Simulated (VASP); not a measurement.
# CuGe23 (a cell with a defect) in VASP: further runs, part 2 of 2

VASP 6.6.1. The steps go on from the part before.

### 4 Single point, PBEsol+U, collinear spin, ferromagnetic start

The input, INCAR:

```
  ALGO = All
  EDIFF = 1E-5
  ENCUT = 350
  GGA = PS
  ISIF = 2
  ISMEAR = 0
  ISPIN = 2
  ISYM = 0
  KPAR = 2
  LASPH = T
  LCHARG = F
  LDAU = T
  LDAUJ = 0 0
  LDAUL = 2 -1
  LDAUPRINT = 1
  LDAUTYPE = 2
  LDAUU = 5 0
  LMAXMIX = 4
  LORBIT = 11
  LREAL = Auto
  LWAVE = F
  MAGMOM = 3 0 0 0 0 0 0 0 0 0 0 0 0 0 0 0 0 0 0 0 0 0 0 0
  NBANDS = 188
  NELM = 120
  PREC = Accurate
  SIGMA = 0.03
```

The input, KPOINTS:

```
k-points
0
Gamma
  2 2 2
```

The input, POSCAR:

```
CuGe23
1.0
    0.0000000000      8.4863100000      8.4863100000
    5.6575400000      0.0000000000      5.6575400000
    5.6575400000      5.6575400000      0.0000000000
Cu Ge
1 23
Direct
    0.0000000000      0.0000000000      0.0000000000
    0.0000000000      0.0000000000      0.5000000000
    0.0000000000      0.5000000000      0.0000000000
    0.0000000000      0.5000000000      0.5000000000
    0.3333330000      0.0000000000      0.0000000000
    0.3333330000      0.0000000000      0.5000000000
    0.3333330000      0.5000000000      0.0000000000
    0.3333330000      0.5000000000      0.5000000000
    0.6666670000      0.0000000000      0.0000000000
    0.6666670000      0.0000000000      0.5000000000
    0.6666670000      0.5000000000      0.0000000000
    0.6666670000      0.5000000000      0.5000000000
    0.0833333333      0.1250000000      0.1250000000
    0.0833333333      0.1250000000      0.6250000000
    0.0833333333      0.6250000000      0.1250000000
    0.0833333333      0.6250000000      0.6250000000
    0.4166663333      0.1250000000      0.1250000000
    0.4166663333      0.1250000000      0.6250000000
    0.4166663333      0.6250000000      0.1250000000
    0.4166663333      0.6250000000      0.6250000000
    0.7500003333      0.1250000000      0.1250000000
    0.7500003333      0.1250000000      0.6250000000
    0.7500003333      0.6250000000      0.1250000000
    0.7500003333      0.6250000000      0.6250000000
```

Potentials or basis: VASP PAW PBE potentials, release 64 (Cu, Ge_d).

The run is started by

```bash
$ cat potpaw_PBE.64/Cu/POTCAR potpaw_PBE.64/Ge_d/POTCAR > POTCAR
$ mpirun -np 4 vasp_std > vasp.out
```

OUTCAR:

```text
EDIFF = 1E-5
   ENCUT = 350
   GGA = PS
   ISIF = 2
   ISMEAR = 0
   ISPIN = 2
   ISYM = 0
   LASPH = T
   LORBIT = 11
   LREAL = Auto
   NELM = 120
   PREC = Accurate

 ion  position               nearest neighbor table
   1  0.000  0.000  0.000-  21 2.45  13 2.45  15 2.45  14 2.45
   2  0.000  0.000  0.500-  22 2.45  14 2.45  16 2.45  13 2.45
   3  0.000  0.500  0.000-  23 2.45  15 2.45  16 2.45  13 2.45
   4  0.000  0.500  0.500-  24 2.45  16 2.45  14 2.45  15 2.45
   5  0.333  0.000  0.000-  13 2.45  17 2.45  18 2.45  19 2.45
   6  0.333  0.000  0.500-  14 2.45  18 2.45  17 2.45  20 2.45
[... 16 lines left out ...]
  23  0.750  0.625  0.125-   3 2.45  11 2.45   9 2.45  12 2.45
  24  0.750  0.625  0.625-   4 2.45  12 2.45  11 2.45  10 2.45

IMPORTANT INFORMATION: All symmetrisations will be switched off!
NOSYMM: (Re-)initialisation of all symmetry stuff for point group C_1.

----------------------------------------------------------------------------------------

                                     Primitive cell

  volume of cell :     543.2555

  direct lattice vectors                    reciprocal lattice vectors
[... 3122 lines left out ...]
  energy-cutoff  :      350.00
  volume of cell :      543.26
      direct lattice vectors                 reciprocal lattice vectors
     0.000000000  8.486310000  8.486310000    -0.058918423  0.058918423  0.058918423
     5.657540000  0.000000000  5.657540000     0.088377634 -0.088377634  0.088377634
     5.657540000  5.657540000  0.000000000     0.088377634  0.088377634 -0.088377634

 POSITION                                       TOTAL-FORCE (eV/Angst)
 -----------------------------------------------------------------------------------
      0.00000      0.00000      0.00000         0.133246     -0.143107     -0.143127
      2.82877      2.82877      0.00000         0.018002     -0.036391     -0.144933
      2.82877      0.00000      2.82877         0.017981     -0.144951     -0.036329
      5.65754      2.82877      2.82877         0.054557     -0.033397     -0.033387
      0.00000      2.82877      2.82877         0.110786     -0.104241     -0.104207
      2.82877      5.65754      2.82877         0.046411     -0.145658     -0.030392
[... 16 lines left out ...]
      4.24315      7.07193      9.90070         0.027064     -0.053441      0.009265
      7.07193      9.90070      9.90070         0.049920      0.010175      0.010157
 -----------------------------------------------------------------------------------
    total drift:                                0.000572     -0.001049     -0.000988

  FREE ENERGIE OF THE ION-ELECTRON SYSTEM (eV)
  ---------------------------------------------------
  free  energy   TOTEN  =      -113.5753877572 eV

  energy  without entropy=     -113.5708878078  energy(sigma->0) =     -113.57313778

 total charge

# of ion       s       p       d       tot
------------------------------------------
    1        0.458   0.299   9.313  10.070
    2        1.130   1.250  10.022  12.401
    3        1.130   1.250  10.022  12.401
    4        1.126   1.256  10.022  12.403
    5        1.127   1.267  10.020  12.415
    6        1.121   1.270  10.021  12.411
[... 16 lines left out ...]
   23        1.117   1.274  10.021  12.412
   24        1.115   1.276  10.021  12.412
--------------------------------------------------
tot         26.371  29.105 239.793 295.269

 magnetization (x)

# of ion       s       p       d       tot
------------------------------------------
    1        0.000   0.006   0.004   0.010
    2        0.000   0.001   0.000   0.001
    3        0.000   0.001   0.000   0.001
    4        0.000   0.004   0.000   0.004
    5       -0.000   0.000   0.000   0.000
    6       -0.000   0.000   0.000   0.000
[... 16 lines left out ...]
   23       -0.000  -0.000   0.000  -0.000
   24       -0.000  -0.000   0.000  -0.000
--------------------------------------------------
tot          0.002   0.045   0.006   0.053
```

Wall time 14 min (4 MPI ranks of Intel Xeon Platinum 8259CL at 2.50GHz (Skylake/Cascade Lake), shared host); peak memory 0.99 GiB.

What came out:

```
Free energy                                           : -113.5754 eV
Largest force                                         : 0.729 eV/Å
Band gap on the k mesh                                : none (metal or under the smearing width)
Net moment                                            : 0.09 μB per cell
Valence electrons inside the program's atomic spheres : Cu 10.07; Ge 12.40, 12.41, 12.35, 12.38
```

Forces in eV/Å, atoms in the order of the input:
```
Cu   0.133 -0.143 -0.143
Ge   0.018 -0.036 -0.145
Ge   0.018 -0.145 -0.036
Ge   0.055 -0.033 -0.033
Ge   0.111 -0.104 -0.104
Ge   0.046 -0.146 -0.030
Ge   0.046 -0.030 -0.146
Ge  -0.037 -0.019 -0.019
Ge   0.094  0.078  0.078
Ge  -0.062 -0.140  0.056
Ge  -0.062  0.056 -0.140
Ge  -0.048  0.014  0.015
Ge  -0.511 -0.187 -0.187
Ge   0.268  0.507 -0.173
Ge   0.268 -0.173  0.507
Ge  -0.009  0.020  0.020
Ge  -0.078  0.040  0.040
Ge   0.053  0.058 -0.009
Ge   0.053 -0.009  0.058
Ge  -0.026  0.014  0.014
Ge  -0.435  0.413  0.413
Ge   0.027  0.009 -0.053
Ge   0.027 -0.053  0.009
Ge   0.050  0.010  0.010
```

Eigenvalues of the final occupation matrices:
```csv
site,spin,trace,eigenvalues
site 1 d,1,4.67,0.92 0.93 0.93 0.94 0.94
site 1 d,2,4.67,0.92 0.92 0.93 0.94 0.94
```

Caveat: the k mesh is coarse (spacing up to 0.48 Å⁻¹), so the values aren't converged; the cutoff is under 1.25 times the usual one of these potentials, so pressure, stress and relaxed cells hold a basis-set (Pulay) error; the PAW data sets were made with another functional, which shifts forces and pressure a little; the U is typed as a test and isn't derived for this compound.

### 5 Single point, PBEsol+U, collinear spin, ferromagnetic start

INCAR: that of step 4 with these lines changed.

```diff
@@ -1,2 +1,2 @@
-  ALGO = All
+  ALGO = Normal
   EDIFF = 1E-5
@@ -7,3 +7,2 @@
   ISPIN = 2
-  ISYM = 0
   KPAR = 2
@@ -24,2 +23,3 @@
   NELM = 120
+  NUPDOWN = 3
   PREC = Accurate
```

KPOINTS is that of step 4.

POSCAR is that of step 4.

The run is started by

```bash
$ cat potpaw_PBE.64/Cu/POTCAR potpaw_PBE.64/Ge_d/POTCAR > POTCAR
$ mpirun -np 4 vasp_std > vasp.out
```

Run time: 9.7 min. Hardware: 4 MPI ranks of Intel Xeon Platinum 8259CL at 2.50GHz (Skylake/Cascade Lake), shared host; peak memory 0.54 GiB.

Results (log left out):

| Property | Result |
| --- | --- |
| Free energy | -112.6580 eV |
| Largest force | 0.733 eV/Å |
| Net moment | 3.00 μB per cell |
| Site moments | Cu +0.17; Ge +0.05, +0.04, +0.08, +0.06, +0.14, +0.12, +0.18 μB |
| Valence electrons inside the program's atomic spheres | Cu 10.07; Ge 12.40, 12.41, 12.36 |

Forces on the atoms (eV/Å):
```
Cu  -0.066  0.050  0.050
Ge   0.017 -0.008  0.125
Ge   0.017  0.125 -0.008
Ge  -0.169 -0.014 -0.014
Ge   0.135 -0.028 -0.028
Ge   0.004 -0.113 -0.009
Ge   0.004 -0.009 -0.113
Ge   0.022 -0.048 -0.048
Ge   0.068  0.039  0.039
Ge  -0.021 -0.121 -0.018
Ge  -0.021 -0.018 -0.121
Ge   0.060 -0.066 -0.066
Ge  -0.401 -0.434 -0.434
Ge   0.452  0.404 -0.414
Ge   0.452 -0.414  0.404
Ge   0.008 -0.015 -0.015
Ge  -0.080  0.078  0.078
Ge  -0.037  0.036 -0.010
Ge  -0.037 -0.010  0.036
Ge  -0.010  0.097  0.097
Ge  -0.341  0.304  0.304
Ge  -0.044  0.098  0.001
Ge  -0.044  0.001  0.098
Ge   0.034  0.065  0.065
```

Eigenvalues of the final occupation matrices:
```
    site  spin  trace               eigenvalues
site 1 d     1   4.70  0.94 0.94 0.94 0.94 0.94
site 1 d     2   4.63  0.90 0.92 0.92 0.94 0.94
```

Caveat: the k mesh is coarse (spacing up to 0.48 Å⁻¹), so the values aren't converged; the cutoff is under 1.25 times the usual one of these potentials, so pressure, stress and relaxed cells hold a basis-set (Pulay) error; the PAW data sets were made with another functional, which shifts forces and pressure a little; the total moment is fixed, so each spin has its own Fermi level; the U is typed as a test and isn't derived for this compound.

### 6 Single point, PBEsol+U, collinear spin, ferromagnetic start

INCAR: that of step 5 with these lines changed.

```diff
@@ -20,6 +20,6 @@
   LWAVE = F
-  MAGMOM = 3 0 0 0 0 0 0 0 0 0 0 0 0 0 0 0 0 0 0 0 0 0 0 0
+  MAGMOM = 1 0 0 0 0 0 0 0 0 0 0 0 0 0 0 0 0 0 0 0 0 0 0 0
   NBANDS = 188
   NELM = 120
-  NUPDOWN = 3
+  NUPDOWN = 1
   PREC = Accurate
```

KPOINTS is that of step 5.

POSCAR is that of step 5.

Potentials or basis: VASP PAW PBE potentials, release 64 (Cu, Ge_d).

The run is started by

```bash
$ cat potpaw_PBE.64/Cu/POTCAR potpaw_PBE.64/Ge_d/POTCAR > POTCAR
$ mpirun -np 4 vasp_std > vasp.out
```

It took 9.3 min on 4 MPI ranks of Intel Xeon Platinum 8259CL at 2.50GHz (Skylake/Cascade Lake), shared host; peak memory 0.55 GiB.

Results (log left out):

```yaml
Free_energy: -113.4299 eV
Largest_force: 0.751 eV/Å
Net_moment: 1.00 μB per cell
Site_moments: Cu +0.08; Ge +0.01, +0.03, +0.02, +0.06, +0.05, +0.04, +0.09 μB
Valence_electrons_inside_the_program's_atomic_spheres: Cu 10.07; Ge 12.40, 12.41, 12.35, 12.36, 12.38
```

Forces on the atoms (eV/Å):
```
Cu   0.078 -0.127 -0.127
Ge  -0.009 -0.034 -0.060
Ge  -0.009 -0.060 -0.034
Ge   0.040 -0.017 -0.017
Ge   0.123 -0.125 -0.125
Ge   0.047 -0.158 -0.032
Ge   0.047 -0.032 -0.158
Ge  -0.025 -0.023 -0.023
Ge   0.068  0.024  0.024
Ge  -0.020 -0.164  0.023
Ge  -0.020  0.023 -0.164
Ge  -0.023 -0.006 -0.006
Ge  -0.412 -0.243 -0.243
Ge   0.258  0.520 -0.253
Ge   0.258 -0.253  0.520
Ge   0.021 -0.003 -0.003
Ge  -0.103  0.087  0.087
Ge   0.035  0.068  0.004
Ge   0.035  0.004  0.068
Ge  -0.035  0.028  0.028
Ge  -0.373  0.461  0.461
Ge  -0.009  0.031 -0.025
Ge  -0.009 -0.025  0.031
Ge   0.037  0.026  0.026
```

Eigenvalues of the final occupation matrices:
```tsv
site	spin	trace	eigenvalues
site 1 d	1	4.68	0.93 0.93 0.94 0.94 0.94
site 1 d	2	4.65	0.92 0.92 0.92 0.94 0.94
```

Caveat: the k mesh is coarse (spacing up to 0.48 Å⁻¹), so the values aren't converged; the cutoff is under 1.25 times the usual one of these potentials, so pressure, stress and relaxed cells hold a basis-set (Pulay) error; the PAW data sets were made with another functional, which shifts forces and pressure a little; the total moment is fixed, so each spin has its own Fermi level; the U is typed as a test and isn't derived for this compound.

### 7 Relaxation of the atoms, PBEsol+U, collinear spin, ferromagnetic start

INCAR: that of step 6 with these lines changed.

```diff
@@ -2,4 +2,6 @@
   EDIFF = 1E-5
+  EDIFFG = -0.03
   ENCUT = 350
   GGA = PS
+  IBRION = 2
   ISIF = 2
@@ -20,6 +22,5 @@
   LWAVE = F
-  MAGMOM = 1 0 0 0 0 0 0 0 0 0 0 0 0 0 0 0 0 0 0 0 0 0 0 0
-  NBANDS = 188
+  MAGMOM = 3 0 0 0 0 0 0 0 0 0 0 0 0 0 0 0 0 0 0 0 0 0 0 0
   NELM = 120
-  NUPDOWN = 1
+  NSW = 40
   PREC = Accurate
```

KPOINTS is that of step 6.

POSCAR is that of step 6.

The run is started by

```bash
$ cat potpaw_PBE.64/Cu/POTCAR potpaw_PBE.64/Ge_d/POTCAR > POTCAR
$ mpirun -np 4 vasp_std > vasp.out
```

Run time: 41 min. Hardware: 4 MPI ranks of Intel Xeon Platinum 8259CL at 2.50GHz (Skylake/Cascade Lake), shared host; peak memory 0.58 GiB.

Results (log left out):

* Free energy: -113.7001 eV
* Energy gained by relaxing: 5.2 meV/atom
* Ionic steps: 9
* Largest force after relaxing: 0.027 eV/Å
* Band gap on the k mesh: none (metal or under the smearing width)
* Net moment: 0.05 μB per cell
* Valence electrons inside the program's atomic spheres: Cu 10.15; Ge 12.38, 12.41, 12.40, 12.34

Forces in eV/Å, atoms in the order of the input:
```
Cu  -0.017  0.014  0.014
Ge   0.004  0.003 -0.003
Ge   0.004 -0.003  0.003
Ge  -0.002  0.002  0.002
Ge  -0.001  0.004  0.004
Ge  -0.001 -0.003 -0.004
Ge  -0.001 -0.004 -0.003
Ge   0.010 -0.006 -0.006
Ge  -0.003  0.000  0.000
Ge   0.001  0.005 -0.002
Ge   0.001 -0.002  0.005
Ge  -0.007  0.005  0.005
Ge   0.003  0.003  0.003
Ge   0.009 -0.006  0.000
Ge   0.009  0.000 -0.006
Ge   0.004 -0.009 -0.009
Ge   0.001 -0.004 -0.004
Ge   0.004 -0.008 -0.004
Ge   0.004 -0.004 -0.008
Ge  -0.006  0.003  0.003
Ge  -0.012  0.010  0.010
Ge   0.002 -0.001 -0.001
Ge   0.002 -0.001 -0.001
Ge  -0.007  0.003  0.003
```

Step by step:
```tsv
step	energy change (eV)	largest force (eV/Å)	pressure (GPa)
1	0.0000	0.7289	-0.11
2	-0.0733	0.4977	-0.22
3	-0.1131	0.2236	-0.23
4	-0.1228	0.0544	-0.29
5	-0.1229	0.0601	-0.32
6	-0.1241	0.0354	-0.30
7	-0.1243	0.0303	-0.32
8	-0.1243	0.0307	-0.30
9	-0.1246	0.0267	-0.30
```

Final structure:
```
CELL_PARAMETERS angstrom
0.00000 8.48631 8.48631
5.65754 0.00000 5.65754
5.65754 5.65754 0.00000
ATOMIC_POSITIONS crystal
Cu 0.99741 0.00126 0.00126
Ge 0.99938 0.00004 0.50070
Ge 0.99938 0.50070 0.00004
Ge 0.99962 0.49992 0.49992
Ge 0.33156 0.00086 0.00086
Ge 0.33196 0.00107 0.49997
Ge 0.33196 0.49997 0.00107
Ge 0.33318 0.49992 0.49992
Ge 0.66799 0.00135 0.00135
Ge 0.66669 0.00185 0.49571
Ge 0.66669 0.49571 0.00185
Ge 0.66754 0.49956 0.49956
Ge 0.08233 0.12020 0.12020
Ge 0.08291 0.12030 0.63641
Ge 0.08291 0.63641 0.12030
Ge 0.08290 0.62513 0.62513
Ge 0.41739 0.12460 0.12460
Ge 0.41659 0.12483 0.62541
Ge 0.41659 0.62541 0.12483
Ge 0.41723 0.62476 0.62476
Ge 0.76025 0.12010 0.12010
Ge 0.74907 0.12408 0.62590
Ge 0.74907 0.62590 0.12408
Ge 0.74941 0.62610 0.62610
```

Levels at points of the mesh, in eV from the Fermi level:
Spin up:
```tsv
k point	band 163	band 164	band 165	band 166	band 167	band 168	band 169	band 170
(0.00, 0.00, 0.00)	-0.80	-0.39	-0.36	0.26	0.38	0.52	0.55	0.60
(0.50, 0.00, 0.00)	-0.86	-0.79	-0.29	-0.28	0.38	0.48	0.53	0.56
(0.00, 0.50, 0.00)	-1.27	-1.08	-0.68	-0.64	0.02	0.17	0.84	1.08
(0.50, 0.00, 0.50)	-1.45	-1.38	-1.23	-0.84	-0.62	0.06	1.55	1.57
(0.00, 0.50, 0.50)	-1.34	-1.27	-1.23	-0.60	-0.44	0.22	1.20	1.27
(0.50, 0.50, 0.50)	-1.26	-1.17	-0.97	-0.92	-0.38	-0.01	1.51	1.62
```
Spin down:
| k point | band 163 | band 164 | band 165 | band 166 | band 167 | band 168 | band 169 | band 170 |
| --- | --- | --- | --- | --- | --- | --- | --- | --- |
| (0.00, 0.00, 0.00) | -0.79 | -0.39 | -0.36 | 0.26 | 0.39 | 0.52 | 0.55 | 0.60 |
| (0.50, 0.00, 0.00) | -0.86 | -0.78 | -0.29 | -0.28 | 0.38 | 0.48 | 0.54 | 0.57 |
| (0.00, 0.50, 0.00) | -1.27 | -1.07 | -0.67 | -0.64 | 0.02 | 0.18 | 0.84 | 1.08 |
| (0.50, 0.00, 0.50) | -1.45 | -1.38 | -1.23 | -0.84 | -0.62 | 0.06 | 1.55 | 1.57 |
| (0.00, 0.50, 0.50) | -1.34 | -1.26 | -1.22 | -0.60 | -0.44 | 0.23 | 1.20 | 1.27 |
| (0.50, 0.50, 0.50) | -1.26 | -1.16 | -0.97 | -0.92 | -0.37 | 0.00 | 1.51 | 1.62 |

Eigenvalues of the final occupation matrices:
| site | spin | trace | eigenvalues |
| --- | --- | --- | --- |
| site 1 d | 1 | 4.67 | 0.92 0.92 0.93 0.94 0.94 |
| site 1 d | 2 | 4.66 | 0.92 0.92 0.93 0.94 0.94 |

Caveat: the k mesh is coarse (spacing up to 0.48 Å⁻¹), so the values aren't converged; the cutoff is under 1.25 times the usual one of these potentials, so pressure, stress and relaxed cells hold a basis-set (Pulay) error; the PAW data sets were made with another functional, which shifts forces and pressure a little; the U is typed as a test and isn't derived for this compound. The state reached can hang on the start; a lower one may exist.

### 8 The runs side by side

```csv
task,fixed moment (μB),cell,gap on the mesh (eV),moment (μB),largest force (eV/Å)
single point,-,as given,none,0.09,0.73
single point,3,as given,-,3.00,0.73
single point,1,as given,-,1.00,0.75
relaxation of the atoms,-,atoms relaxed,none,0.05,0.03
```

Alike in all rows: level PBEsol+U; potentials or basis VASP PAW PBE potentials, release 64 (Cu, Ge_d); spin collinear, ferromagnetic start; Cu d U = 5 eV; k mesh 2 × 2 × 2; cutoff (eV) 350; smearing gaussian 0.03 eV; the mesh is coarse, so values aren't converged.

Caveats: all runs use coarse meshes; the cutoff is under 1.25 times the usual one of these potentials, so pressure, stress and relaxed cells hold a basis-set (Pulay) error; the PAW data sets were made with another functional, which shifts forces and pressure a little; the U is typed as a test and isn't derived for this compound; the total moment is fixed, so each spin has its own Fermi level (some runs).

Absolute energies hang on the potentials; compare differences alone.
